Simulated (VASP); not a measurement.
OSZICAR of a VASP run on PtSe2 (space group P-3m1):

### OSZICAR
```
       N       E                     dE             d eps       ncg     rms          rms(c)
DAV:   1     0.122606693269E+04    0.12261E+04   -0.33513E+00  1440   0.224E+01    0.398E+00
DAV:   2     0.122590767906E+04   -0.15925E+00   -0.26323E+00  1482   0.147E+01    0.854E+00
DAV:   3     0.122582287975E+04   -0.84799E-01   -0.67999E-02  1750   0.173E+00    0.913E+00
DAV:   4     0.122564302465E+04   -0.17986E+00   -0.10597E-01  1566   0.232E+00    0.107E+01
DAV:   5     0.122677293717E+04    0.11299E+01   -0.68497E-02  1476   0.270E+00    0.418E+00
DAV:   6     0.122732983976E+04    0.55690E+00   -0.25626E-01  1568   0.281E+00    0.189E+00
DAV:   7     0.122733425737E+04    0.44176E-02   -0.67061E-03  1716   0.655E-01    0.210E+00
DAV:   8     0.122721356262E+04   -0.12069E+00   -0.56996E-03  1546   0.532E-01    0.248E+00
DAV:   9     0.122721471158E+04    0.11490E-02   -0.23840E-04  1682   0.126E-01    0.241E+00
DAV:  10     0.122721705295E+04    0.23414E-02   -0.14394E-03  1554   0.295E-01    0.245E+00
DAV:  11     0.122722024069E+04    0.31877E-02   -0.33008E-03  1464   0.580E-01    0.256E+00
DAV:  12     0.122720564092E+04   -0.14600E-01   -0.29444E-03  1596   0.447E-01    0.289E+00
DAV:  13     0.122717883541E+04   -0.26806E-01   -0.87004E-03  1604   0.591E-01    0.305E+00
DAV:  14     0.122727316619E+04    0.94331E-01   -0.61851E-03  1476   0.675E-01    0.238E+00
DAV:  15     0.122733377964E+04    0.60613E-01   -0.21622E-03  1566   0.414E-01    0.206E+00
DAV:  16     0.122738833715E+04    0.54558E-01   -0.48800E-04  1542   0.206E-01    0.170E+00
DAV:  17     0.122755744725E+04    0.16911E+00   -0.29647E-03  1566   0.476E-01    0.822E-01
DAV:  18     0.122761845011E+04    0.61003E-01   -0.17318E-03  1598   0.321E-01    0.986E-01
DAV:  19     0.122768250780E+04    0.64058E-01   -0.83523E-04  1560   0.224E-01    0.136E+00
DAV:  20     0.122775373134E+04    0.71224E-01   -0.10502E-03  1596   0.267E-01    0.181E+00
DAV:  21     0.122773330917E+04   -0.20422E-01   -0.17323E-04  1596   0.119E-01    0.148E+00
DAV:  22     0.122770795908E+04   -0.25350E-01   -0.17352E-04  1608   0.118E-01    0.122E+00
DAV:  23     0.122767019683E+04   -0.37762E-01   -0.28834E-04  1596   0.146E-01    0.851E-01
DAV:  24     0.122762548443E+04   -0.44712E-01   -0.29994E-04  1554   0.159E-01    0.429E-01
DAV:  25     0.122760759462E+04   -0.17890E-01   -0.12331E-04  1608   0.964E-02    0.287E-01
DAV:  26     0.122759569154E+04   -0.11903E-01   -0.19982E-05  1586   0.403E-02    0.188E-01
DAV:  27     0.122758506632E+04   -0.10625E-01   -0.12368E-05  1572   0.321E-02    0.100E-01
DAV:  28     0.122757444894E+04   -0.10617E-01   -0.15355E-05  1554   0.377E-02    0.151E-02
DAV:  29     0.122757254320E+04   -0.19057E-02   -0.65411E-06  1542   0.220E-02    0.921E-03
DAV:  30     0.122757134575E+04   -0.11974E-02   -0.31939E-07   804   0.491E-03    0.238E-03
DAV:  31     0.122757133115E+04   -0.14598E-04   -0.11546E-07   744   0.289E-03    0.183E-03
DAV:  32     0.122757078280E+04   -0.54836E-03   -0.61243E-08   720   0.224E-03    0.312E-03
DAV:  33     0.122757103342E+04    0.25062E-03   -0.53342E-08   720   0.199E-03    0.475E-04
DAV:  34     0.122757110040E+04    0.66977E-04   -0.12131E-08   720   0.960E-04    0.690E-04
DAV:  35     0.122757108891E+04   -0.11487E-04   -0.75775E-09   720   0.757E-04    0.390E-04
DAV:  36     0.122757104489E+04   -0.44017E-04   -0.37178E-09   720   0.575E-04    0.120E-04
DAV:  37     0.122757103468E+04   -0.10207E-04   -0.95221E-10   720   0.267E-04    0.150E-04
DAV:  38     0.122757103703E+04    0.23473E-05   -0.28648E-10   720   0.148E-04    0.979E-05
DAV:  39     0.122757103158E+04   -0.54541E-05   -0.12447E-10   720   0.901E-05    0.124E-04
DAV:  40     0.122757104149E+04    0.99123E-05   -0.57234E-11   720   0.705E-05    0.198E-05
DAV:  41     0.122757104450E+04    0.30116E-05   -0.13147E-11   720   0.415E-05    0.684E-06
DAV:  42     0.122757104593E+04    0.14323E-05   -0.27768E-12   720   0.187E-05    0.461E-06
DAV:  43     0.122757104523E+04   -0.69966E-06    0.50435E-12   720   0.848E-06
   1 F= 0.12275710E+04 E0= 0.12275710E+04  d E =-.152135E-15  mag=    -0.0000     0.0000    -0.0000
       N       E                     dE             ncg
       N       E                     dE             ncg
       N       E                     dE             ncg
```

Q: Which electronic solver shows in the log?

A: It is blocked Davidson (ALGO = Normal, or the opening steps of other solvers). The INCAR had ALGO = Normal.

Q: How was spin treated?

A: With non-collinear spinors: mag has three components.

Q: Can the final energy be trusted as converged?

A: The calculation finished and met its thresholds. It stopped with EDIFF = 1E-6, NELM = 200 (modified Becke-Johnson potential (mBJ) with spin-orbit coupling, plane waves, VASP's PBE PAW potentials (set 64)). mBJ is a potential without an energy functional, so only the levels count.  Without a dispersion term in the relaxation, distances and binding between the weakly bound layers, chains or molecules are unreliable, and so is what depends on them.

The structure comes from a computed database's PtSe2 entry (P-3m1); how it stands against other phases isn't given here. It was relaxed first. The cell's shape comes from a PBE relaxation.
